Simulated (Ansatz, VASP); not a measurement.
# WS2 (Tungstenite): VASP beside Ansatz, part 3 of 3

One calculation is typed for both programs; each brings its own data sets. How far apart do they land? The cell is taken from a series of runs on this material, whose earlier steps may have relaxed, scaled, displaced or heated it; both programs get it as it stands.

VASP 6.6.1 and Ansatz 0.2.0.

So far: The structure; VASP: zone-centre phonons, PBEsol.

**3. Ansatz: zone-centre phonons, PBEsol**

Level of this step: Ansatz beside VASP: Kohn-Sham DFT, plane waves, PBEsol (Ansatz).

Ansatz runs on its default PAW (the set named soft_2) files.

The same cell, functional and mesh now go to Ansatz, which takes its cutoff from its data sets.

input.yaml reads:

```yaml
crystal:
  lattice:
    - [3.1532, 0.0, 0.0]
    - [-1.5766, 2.7307513032, 0.0]
    - [0.0, 0.0, 12.323]
  atoms:
    - { symbol: W, position: [0.3333333333, 0.6666666667, 0.25] }
    - { symbol: W, position: [0.6666666667, 0.3333333333, 0.75] }
    - { symbol: S, position: [0.3333333333, 0.6666666667, 0.62311834] }
    - { symbol: S, position: [0.6666666667, 0.3333333333, 0.12311834] }
    - { symbol: S, position: [0.3333333333, 0.6666666667, 0.87688166] }
    - { symbol: S, position: [0.6666666667, 0.3333333333, 0.37688166] }
kpoints:
  mp_grid: { grid: [9, 9, 2] }
hamiltonian:
  xc: pbesol
scf:
  occupations: { method: fixed }
output:
  eigenvalues: true
phonons:
  method: dfpt
  dielectric: true
  rigid_motions: translations
```

The run is started by

```console
> ansatz run input.yaml --threads 8 --pin off --max-ram 14336MiB --backend cpu --events-out ev --progress --plain --runs-dir out
```

Numbers of over 12 decimals in the logs are rounded to 6 here.

The program printed:

```text
Engine: ansatz 0.2.0, x86_64-unknown-linux-gnu
Pseudopotentials: kind: paw
Pseudopotential: W, paw, valence charge 14, recommended cutoff 420 eV (normal), W.paw.azcp
Pseudopotential: S, paw, valence charge 6, recommended cutoff 420 eV (normal), S.paw.azcp
Functional definition: PBEsol
  exchange = pbesol_x
  correlation = pbesol_c
Crystal: 6 atoms, lattice volume = 106.108 Å³
Basis set: ecut = 420 eV, 2057 PW (Γ), exchange–correlation on 48×48×180 points (8 copies of the dense FFT grid, shifted against one another)
Bands: 32, of which v1, the nominal top of the filled ones, is band 26 counted from 1 (25 counted from 0)
Symmetry: 24 space group operations
k-points: 50 of 162 (irreducible under 2 space group operations, time reversal used)
Non-local potential: W, projectors of the file, l = 0: 3, l = 1: 2, l = 2: 2, l = 3: 1
Non-local potential: S, projectors of the file, l = 0: 2, l = 1: 2, l = 2: 2
PAW form: soft (Blöchl's): semilocal exchange-correlation on the pseudo side does not see the compensation charge
PAW frozen core: W, regenerated for the run's functional, and the local potential with it (the file was generated under x = pbe(κ = 0.804, μ = 0.219515), c = pbe(β = 0.066725))
PAW frozen core: S, regenerated for the run's functional, and the local potential with it (the file was generated under x = pbe(κ = 0.804, μ = 0.219515), c = pbe(β = 0.066725))
PAW one-centre angular grid: W, 590 points (default); XC on 64 Gauss nodes
PAW one-centre angular grid: S, 110 points (default); XC on 64 Gauss nodes
Initial density: superposition of atomic densities (neutral atoms: chi_scale 0, normalization atom), corrected by the library's trained network
Initial wavefunctions: pseudopotential atomic-orbital guess
Functional: x = pbesol(κ = 0.804, μ = 0.123457), c = pbesol(β = 0.046)
SCF iter   1: F=—  HF=-24058.163185 eV  |F-HF|=—  |Δ(HF+E_count)|=         —  Δρ=8.32e-3  dr2=1.16e-1  ethr=1.77e-3  ⟨swp⟩=5.0  Hψ=6416  notcnv=0  defer=157
preconditioner: auto → Resta (q_TF=auto, 2.423 Å⁻¹)  ε∞=7.6  [insulator: Δε(μ)=1.038 eV  Ē_g=8.422 eV  n_scr=26 (ndim 8)  ℏωp=21.6 eV  f_vac=0.016  ε∞_Penn≈7.6]
SCF iter   2: F=—  HF=-24058.149221 eV  |F-HF|=—  |Δ(HF+E_count)|=   1.40e-2  Δρ=3.18e-3  dr2=5.86e-3  ethr=2.23e-4  ⟨swp⟩=2.2  Hψ=2334  notcnv=0  defer=192
SCF iter   3: F=—  HF=-24058.150568 eV  |F-HF|=—  |Δ(HF+E_count)|=   1.35e-3  Δρ=1.78e-3  dr2=1.86e-3  ethr=1.13e-5  ⟨swp⟩=2.2  Hψ=2138  notcnv=0  defer=198
SCF iter   4: F=—  HF=-24058.151281 eV  |F-HF|=—  |Δ(HF+E_count)|=   7.13e-4  Δρ=2.30e-4  dr2=8.28e-5  ethr=3.58e-6  ⟨swp⟩=2.1  Hψ=2397  notcnv=0  defer=198
SCF iter   5: F=—  HF=-24058.151314 eV  |F-HF|=—  |Δ(HF+E_count)|=   3.38e-5  Δρ=4.64e-5  dr2=4.69e-6  ethr=1.59e-7  ⟨swp⟩=2.0  Hψ=2250  notcnv=0  defer=84
SCF iter   6: F=—  HF=-24058.151314 eV  |F-HF|=—  |Δ(HF+E_count)|=   2.19e-7  Δρ=1.23e-5  dr2=2.70e-7  ethr=9.02e-9  ⟨swp⟩=2.0  Hψ=2420  notcnv=0  defer=74
SCF iter   7: F=—  HF=-24058.151314 eV  |F-HF|=—  |Δ(HF+E_count)|=   2.35e-7  Δρ=2.37e-6  dr2=6.61e-9  ethr=5.20e-10  ⟨swp⟩=2.0  Hψ=2324  notcnv=0  defer=74
SCF iter   8: F=—  HF=-24058.151314 eV  |F-HF|=—  |Δ(HF+E_count)|=   9.05e-9  Δρ=4.56e-7  dr2=2.37e-10  ethr=1.27e-11  ⟨swp⟩=2.0  Hψ=2402  notcnv=0  defer=74
SCF iter   9: F=-24058.151314 eV  HF=-24058.151314 eV  |F-HF|=7.28e-12  |Δ(HF+E_count)|=  3.42e-10  Δρ=7.84e-8  dr2=7.19e-12  ethr=1.00e-12  ⟨swp⟩=13.1  Hψ=10581  notcnv=0
SCF 1 converged in 9 iterations: F = -24058.151314 eV  dr2 = 7.19e-12
  greatest PAW one-centre occupation: 1.000 electrons in one spin orbital (limit 2), on the W atom at site 1 (counted from 0), in its partial waves of l = 0
NSCF: frozen V_eff on 4 k-points
DFPT response loops at Γ: preconditioner auto → Resta (q_TF=auto, 2.423 Å⁻¹)  ε∞=7.6 (no band partly filled); β = 1.00, the filter's whole step (`scf.mixing.beta` (0.50) is not read by the response loops at its default; to damp them type it under 1.00, their step now; it binds the ground state too); Broyden in place of MSR1
── the response to a field inside a basis, on 10×10×2 k-points: an SCF that follows is theirs, and a resumed run solves both again ──
Bands: 27, of which v1, the nominal top of the filled ones, is band 26 counted from 1 (25 counted from 0)
k-points: 30 of 200 (irreducible under 8 space group operations)
Initial density: handed on by an earlier stage of this run
Initial wavefunctions: pseudopotential atomic-orbital guess (no wavefunctions were taken with the density)
Eigensolver: Dense (30 Hₖ)
SCF iter   1: F=—  HF=-24058.097871 eV  |F-HF|=—  |Δ(HF+E_count)|=         —  Δρ=2.69e-4  dr2=1.82e-5  ethr=1.00e-1
preconditioner: auto → Resta (q_TF=auto, 2.423 Å⁻¹)  ε∞=8.8  [insulator: Δε(μ)=1.224 eV  Ē_g=7.728 eV  n_scr=26 (ndim 8)  ℏωp=21.6 eV  f_vac=0.013  ε∞_Penn≈8.8]
SCF iter   2: F=—  HF=-24058.097880 eV  |F-HF|=—  |Δ(HF+E_count)|=   8.90e-6  Δρ=1.48e-4  dr2=6.02e-6  ethr=3.50e-8
SCF iter   3: F=—  HF=-24058.097883 eV  |F-HF|=—  |Δ(HF+E_count)|=   3.79e-6  Δρ=8.76e-6  dr2=1.30e-7  ethr=1.16e-8
SCF iter   4: F=-24058.097883 eV  HF=-24058.097883 eV  |F-HF|=3.53e-9  |Δ(HF+E_count)|=   7.14e-9  Δρ=4.58e-6  dr2=2.31e-8  ethr=2.51e-10
SCF 1 converged in 4 iterations: F = -24058.097883 eV  dr2 = 2.31e-8
DFPT response loops at Γ: preconditioner auto → Resta (q_TF=auto, 2.423 Å⁻¹)  ε∞=7.0 (no band partly filled); β = 1.00, the filter's whole step (`scf.mixing.beta` (0.50) is not read by the response loops at its default; to damp them type it under 1.00, their step now; it binds the ground state too); Broyden in place of MSR1
WARN: field response: ε∞ stands inside a basis, on 10×10×2 points; the force constants stand on the 9×9×2 k-mesh, whose period is 12.43 times the interband length at k = (0.3333, 0.3333, 0.0000), direct gap 1.807 eV, under 14: take them and everything formed from them as unconverged, and compare with a denser kpoints.mp_grid
SCF converged after 9 iterations
Free energy (F): -24058.151314 eV
Harris-Foulkes:  -24058.151314 eV  (|F-HF|=7.28e-12)
Internal energy: -24058.151314 eV  (E = F + TS)
E sigma→0 (E₀):  -24058.151314 eV
Fermi energy:    11.688576 eV
--- Per-component energies (eV) ---
  E_band       = -375.639920
  E_kinetic    = 1333.921453
  E_local      = -3521.197864  (includes V_loc(G=0)·N_el)
  E_nonlocal   = 120.696356
  E_hartree    = 1398.034408
  E_xc         = -917.624961
  E_vxc        = -830.290687  (∫ρ·V_xc dr)
  E_paw        = -19209.053426  (= ΣΔE_a)
  E_vpaw       = -274.837924  (= ΣTr[D̂ρ^β])
  E_aug_tail   = -0.000131  (compensation charges beyond the density's cutoff)
  E_ewald      = -3263.618530
  E_core_change = 0.691382  (= ΣΔE_core)
  E_smearing   = -0.000000  (= −TS)
  E_closure    = 0.000000  (closes the sum)
  Σ components = -24058.151314   (vs F -24058.151314, Δ=0.00e0)
--- Band table (eV; the first three rows and the last of 50) ---
  k-point 0: bands = [... 22 lower, 9.4448, 10.1816, 10.4308, 11.6886, 13.9732, 13.9732, 13.9818, 13.9818, ... 2 higher]
  k-point 1: bands = [... 22 lower, 9.4190, 9.4190, 11.3668, 11.3668, 13.9679, 13.9679, 13.9679, 13.9679, ... 2 higher]
  k-point 2: bands = [... 22 lower, 9.4450, 10.3690, 10.4468, 11.2858, 13.6520, 13.8133, 13.8667, 13.9359, ... 2 higher]
  k-point 49: bands = [... 22 lower, 9.2946, 9.2946, 10.2356, 10.2356, 13.2586, 13.2586, 14.2442, 14.2442, ... 2 higher]
--- Phonons (Γ-DFPT): 4 representative perturbations + reference, on 50 of 162 k-points (Σ response iterations 12) ---
  k mesh reduced under 2 symmetry operations, with k and −k counted as one. Each operation leaves every solved perturbation unchanged. A smaller set is not considered because the run solves the response to a homogeneous field
  ASR residual: 9.743e-5 → 0.000e0 eV/Å²; symmetrization residual: 7.874e-6 eV/Å²
  ASR residual per site (eV/Å²): 9.74e-5 9.74e-5 8.46e-5 8.46e-5 8.46e-5 8.46e-5
  Γ frequencies (cm⁻¹): 0.00 0.00 0.00 24.99 24.99 38.82 294.03 294.03 296.02 296.02 353.52 353.52 353.61 353.61 415.07 418.29 433.74 436.78
  ε∞ (high-frequency dielectric tensor):
       13.932220     0.000000    -0.000000
        0.000000    13.932220    -0.000000
       -0.000000    -0.000000     6.243801
  ε⁰ (static dielectric tensor: ions relaxed, cell fixed):
       13.998898    -0.000000    -0.000000
       -0.000000    13.998898    -0.000000
       -0.000000    -0.000000     6.273340
  ε⁰ − ε∞ (ionic part):
        0.066678    -0.000000    -0.000000
       -0.000000     0.066678     0.000000
       -0.000000     0.000000     0.029539
  softest optical mode at Γ: 24.99 cm⁻¹; the repairs (sum rule, projections) moved no ω² at Γ by more than (1.39 cm⁻¹)²
  Born effective charges Z* (e; rows j = field, columns β = displacement):
    site 0:
        -0.65355    0.00000    0.00000
        -0.00000   -0.65355   -0.00000
         0.00000   -0.00000   -0.53371
    site 1:
        -0.65355   -0.00000    0.00000
        -0.00000   -0.65355   -0.00000
         0.00000   -0.00000   -0.53371
    site 2:
         0.32677   -0.00000   -0.00000
        -0.00000    0.32677   -0.00000
        -0.00000   -0.00000    0.26686
    site 3:
         0.32677    0.00000   -0.00000
         0.00000    0.32677    0.00000
        -0.00000    0.00000    0.26686
    site 4:
         0.32677    0.00000   -0.00000
         0.00000    0.32677    0.00000
        -0.00000    0.00000    0.26686
    site 5:
[...]
Z* charge neutrality: 2.008e-2 e pre-enforcement
  solved inside a basis spanned on kpoints, on 10×10×2 k-points, its susceptibility summed on 22×22×6: ε∞ is read to err by 6.3e-2, Z* by 2.0e-2 e (field_mesh: kpoints solves on kpoints); Z* is corrected for what the basis lacks
  optical modes at Γ without the LO–TO term, one row a degenerate level:
      ω (cm⁻¹)  modes    IR ((D/Å)²/amu)
[...]
optical modes at Γ + LO–TO along q̂ = [1.0000, 0.0000, 0.0000]:
      ω (cm⁻¹)  modes    IR ((D/Å)²/amu)
[...]
optical modes at Γ + LO–TO along q̂ = [0.0000, 1.0000, 0.0000]:
      ω (cm⁻¹)  modes    IR ((D/Å)²/amu)
[...]
optical modes at Γ + LO–TO along q̂ = [0.0000, 0.0000, 1.0000]:
      ω (cm⁻¹)  modes    IR ((D/Å)²/amu)
[...]
294.03      2             0.0000
        296.02      2             0.0000
        353.52      2             0.8291
        353.61      2             0.0000
        415.07      1             0.0000
        418.29      1             0.0000
        434.77      1             0.2765
        436.78      1             0.0000
```

**4. Differences**

Known differences besides the potentials themselves: fixed occupations in Ansatz, narrow Gaussian smearing in VASP; VASP's response is taken on the typed mesh, Ansatz refines its own for the field response alone; the data sets hold 52 valence electrons in Ansatz (on its default PAW (the set named soft_2) files) and 36 in VASP; the cutoff is 420 eV in Ansatz and 600 eV in VASP; Ansatz makes its cores anew for this functional, VASP keeps those of its PBE data sets. Total energies have different zeros and are not compared.

Both answers:

```
                                    quantity  Ansatz   VASP  difference
                                       ε∞ xx   13.93  13.96     -0.22 %
                                       ε∞ yy   13.93  13.96     -0.22 %
                                       ε∞ zz    6.24   6.27     -0.34 %
Born charge of W1 (mean of the diagonal) (e)   -0.61  -0.61        0.00
Born charge of S3 (mean of the diagonal) (e)    0.31   0.31        0.00
                  optical mode 1 to 2 (cm⁻¹)    25.0   25.0         0.0
                       optical mode 3 (cm⁻¹)    38.8   38.8        +0.1
                  optical mode 4 to 5 (cm⁻¹)   294.0  296.1     -0.71 %
                  optical mode 6 to 7 (cm⁻¹)   296.0  298.6     -0.86 %
                 optical mode 8 to 11 (cm⁻¹)   353.5  355.8     -0.64 %
                      optical mode 12 (cm⁻¹)   415.1  419.9     -1.15 %
                      optical mode 13 (cm⁻¹)   418.3  422.6     -1.01 %
                      optical mode 14 (cm⁻¹)   433.7  436.2     -0.55 %
                      optical mode 15 (cm⁻¹)   436.8  439.8     -0.69 %
```

Modes are paired by rising frequency, not by their patterns, so a pair may set unlike modes beside each other; they are those without the splitting of longitudinal modes.

**5. Outcome**

| Item | Value |
| --- | --- |
| r.m.s. difference of the optical zone-centre modes, each program's sorted by frequency (zone-centre phonons, PBEsol) | 2.6 cm⁻¹ |
| difference in optical mode 12 (zone-centre phonons, PBEsol) | -1.1 % |

What this shows: The r.m.s. difference of the optical zone-centre modes, each program's sorted by frequency is 2.6 cm⁻¹ (zone-centre phonons, PBEsol). The data sets hold unlike numbers of valence electrons (52 in Ansatz and 36 in VASP), so part of the differences comes from the potentials. Among the rows given in per cent, the largest difference of the zone-centre phonons, PBEsol pair is in optical mode 12, -1.1 %. How closely two codes agree says nothing of how well the functional describes the real material.

[Lines on the potential files, build, host, timing and source positions are cut from VASP's logs without a mark.]

[Logs are printed without paths, hosts, clocks, repeated set-up lines and the standing remarks that a program may print on its own settings, such as how far it seeks lower states.]

[Hosts, paths, dates, database ids (printed as entryN), source tags and the programs' standing remarks are cut or masked in the printed files.]
